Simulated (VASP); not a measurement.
```
CELL_PARAMETERS angstrom
      4.57000     0.00000     0.00000
      0.00000     4.57000     0.00000
      0.00000     0.00000     4.57000
ATOMIC_POSITIONS crystal
  Cs 0.00000 0.00000 0.00000
  I  0.50000 0.50000 0.50000
```

All values below come from PBE GGA, VASP's PBE PAW potentials (set 64) (plane waves; VASP). Run with 520 eV cut-off, 5×5×5 Γ-centred mesh, Gaussian smearing of 0.050 eV, potentials Cs_sv I.

Energy and stress use the plane-wave basis of the starting cell.

Problem. The ions, cell shape and volume are relaxed. What does this cell relax into?

Solution. 
```
CELL_PARAMETERS angstrom
      4.67092     0.00000     0.00000
      0.00000     4.67092     0.00000
      0.00000     0.00000     4.67092
ATOMIC_POSITIONS crystal
  Cs 0.00000 0.00000 0.00000
  I  0.50000 0.50000 0.50000
```
Space group Pm-3m (221), at a tolerance of 0.03 Å.

Problem. How do energy and volume change from the first to the last step?

Solution. The energy (σ→0) changes by -7.2 meV/atom and the volume by +6.8 %, in 4 ionic steps.

```
step  E(σ→0) (eV)  max force (eV/Å)  pressure (GPa)  volume (Å³)
----  -----------  ----------------  --------------  -----------
1         -5.4279             0.000            0.76        95.44
2         -5.4388             0.000            0.35        98.62
3         -5.4422             0.000           -0.05       102.44
4         -5.4422             0.000            0.00       101.91
```

The compound is CsI in the CsCl type structure. This run relaxes it. Symmetry was kept, so distortions that lower it aren't found.
